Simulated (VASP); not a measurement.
Data:

```yaml
crystal:
  lattice:
    - [-1.57574, 1.57574, 1.57574]
    - [1.57574, -1.57574, 1.57574]
    - [1.57574, 1.57574, -1.57574]
  atoms:
    - { symbol: W, position: [0.00000, 0.00000, 0.00000] }
```

Computed with AM05 GGA, VASP's PBE PAW potentials (set 64) (plane waves; VASP). Numerical set-up: 520 eV cut-off, Gaussian smearing of 0.050 eV, potentials W_sv.

Unless said otherwise, spin-orbit coupling is left out, though it shifts the bands of the heavy elements here.

Question: What does the run give for the band gap (along the path) with the smallest direct gap where there is one?

Answer: 
```yaml
band gap (along the path): none (metal, semimetal or under 0.01 eV)
```

The absolute energy has meaning only against runs of the same code, potentials and settings.

The compound is W in the bcc structure. It was relaxed first.
